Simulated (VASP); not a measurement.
A cell of AuAl₂ (fluorite) near equilibrium:

```xyz
3
Lattice="0.0000 3.0000 3.0000 3.0000 0.0000 3.0000 3.0000 3.0000 0.0000" Properties=species:S:1:pos:R:3 pbc="T T T"
Al     1.5000     1.5000     1.5000
Al     4.5000     4.5000     4.5000
Au     0.0000     0.0000     0.0000
```

Level of theory: r2SCAN meta-GGA, VASP's PBE PAW potentials (set 64) (plane waves; VASP).

```
run               ΔE (meV/atom)    σxx    σyy    σzz  largest shear component, with its sign (GPa)  largest force (eV/Å)
----------------  -------------  -----  -----  -----  --------------------------------------------  --------------------
as it is                    0.0   0.06   0.06   0.06                                          0.00                 0.000
after one change           62.2  13.73  13.73  13.73                                          0.00                 0.000
```
Stress is in GPa, positive when the cell is compressed.

### Question
Which change was made?
A) isotropic strain of -3.0 %
B) uniaxial strain of +1.5 % along x
C) uniaxial strain of -2.0 % along z
D) isotropic strain of -0.5 %

### Answer
A, isotropic strain of -3.0 %

The compound is AuAl2 in the fluorite structure. The cell was not relaxed at this level. The electron count is odd and the run is not spin-polarised, which forces a metal.
